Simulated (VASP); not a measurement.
VASP input:

**POSCAR**
```
GeSe2
5.56740
  0.3298457089   0.1904364694   1.0000000000
 -0.3298457089   0.1904364694   1.0000000000
  0.0000000000  -0.3808729389   1.0000000000
Ge Se
1 2
Cart
  0.0000000000   0.0000000000   0.0000000000
 -0.0000000000  -0.0000000000   0.7560000000
 -0.0000000000  -0.0000000000   2.2440000000
```

INCAR:
```
ALGO  =  Normal
EDIFF  =  1E-6
ENCUT  =  300
GGA  =  PE
GGA_COMPAT  =  .FALSE.
ISIF  =  2
ISMEAR  =  -1
LASPH  =  .TRUE.
LCHARG  =  .FALSE.
LMAXMIX  =  4
LNONCOLLINEAR  =  .TRUE.
LORBIT  =  11
LREAL  =  .FALSE.
LSORBIT  =  .TRUE.
LWAVE  =  .FALSE.
MAGMOM  =  9*0.0
NELM  =  100
PREC  =  Accurate
SIGMA  =  0.1
SYSTEM  =  GeSe2
```

KPOINTS:
```
Automatic mesh
0
Gamma
6 6 6
0 0 0
```

POTCAR, in this order: Ge_d Se (PBE.64 set). Program: vasp_ncl.

### Question
Translate this PBE+SOC calculation to Ansatz.

### Answer
One equivalent input (not run):
Ansatz 0.2 input:
```yaml
crystal:
  lattice:
    - [1.8363830, 1.0602360, 5.5674000]
    - [-1.8363830, 1.0602360, 5.5674000]
    - [0.0000000, -2.1204720, 5.5674000]
  atoms:
    - { symbol: Ge, position: [0.0000000, 0.0000000, 0.0000000] }
    - { symbol: Se, position: [0.2520000, 0.2520000, 0.2520000] }
    - { symbol: Se, position: [0.7480000, 0.7480000, 0.7480000] }
kpoints:
  mp_grid: { grid: [6, 6, 6] }
hamiltonian:
  xc: pbe
  pseudopotentials: { kind: paw }
magnetization: { noncollinear: true, spin_orbit: true }
scf:
  occupations: { method: fermi_dirac, width: 0.1 }
  max_iter: 100
output: { forces: true, stress: true, eigenvalues: true }
```
Limits of the translation: each code has its own PAW files, so the cut-off isn't converted (ENCUT is set for VASP's; basis.ecutwfc is left out, and Ansatz then takes the one that its files recommend); Ansatz stops its SCF on the density residual and VASP on the energy change (EDIFF).

The structure was generated: GeSe2 was put into an ordered model structure, which need not be its known phase. The cell was not relaxed at this level. The k-mesh is coarse (spacing up to 0.34 per Å, 2π included), so the numbers may not be converged in it. The run is one of a series of settings (GGA_COMPAT = .FALSE., LNONCOLLINEAR = .TRUE., LSORBIT = .TRUE., MAGMOM = 0.0 0.0 0.0 0.0 0.0 0.0 0.0 0.0 0.0, program vasp_ncl against the base run), some of them coarse on purpose.
